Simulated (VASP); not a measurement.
VASP runs on ZnS (zinc blende) share one base input (PBE GGA, plane waves, VASP's PBE PAW potentials (set 64)) and change the settings named in each case.

File KPOINTS:
```
Regular mesh
0
Gamma
8 8 8
```

### INCAR
```
EDIFF = 1E-6   # SCF stop (eV)
PREC = Accurate
SIGMA = 0.05   # width (eV)
LREAL = .FALSE.
ISMEAR = 0   # Gaussian
LWAVE = .FALSE.
ENCUT = 400   # plane-wave cut-off (eV)
LCHARG = .FALSE.
GGA = PE
SYSTEM = ZnS
NELM = 100   # most electronic steps
ALGO = Normal   # blocked Davidson
LASPH = .TRUE.   # aspherical one-centre terms
ISIF = 2
LMAXMIX = 4   # l cut-off of mixed one-centre charges
```

POSCAR:
```
ZnS
2.75910
  0.0000000000   1.0000000000   1.0000000000
  1.0000000000   0.0000000000   1.0000000000
  1.0000000000   1.0000000000   0.0000000000
Zn S
1 1
Cartesian
  0.0000000000   0.0000000000   0.0000000000
  0.5000000000   0.5000000000   0.5000000000
```

POTCAR, in this order: Zn S (PBE.64 set). Program: vasp_std.

```tsv
change	E(σ→0) (eV/atom)	pressure (GPa)	irreducible k-points
base run	-3.4192	-2.69	29
KGAMMA = .TRUE., KSPACING = 0.4, KPOINTS file removed	-3.4141	-2.63	10
KGAMMA = .TRUE., KSPACING = 0.2, KPOINTS file removed	-3.4194	-2.69	47
KGAMMA = .FALSE., KSPACING = 0.35, KPOINTS file removed	-3.4194	-2.69	28
KGAMMA = .TRUE., KSPACING = 0.16, KPOINTS file removed	-3.4194	-2.69	84
KGAMMA = .TRUE., KSPACING = 0.8, KPOINTS file removed	-3.3189	-1.71	4
```
  The base run's pressure lies -0.24 GPa from that at 800 eV (Pulay error).

Left out are runs that ran out of time, are held back, or changed the cell or the kind of run, fixed moments of cells without a moment, rows past the twelfth, gaps on odd meshes, pressures of charged cells and columns that move by less than the noise.

The compound is ZnS in the zinc blende structure. The cell was not relaxed at this level.
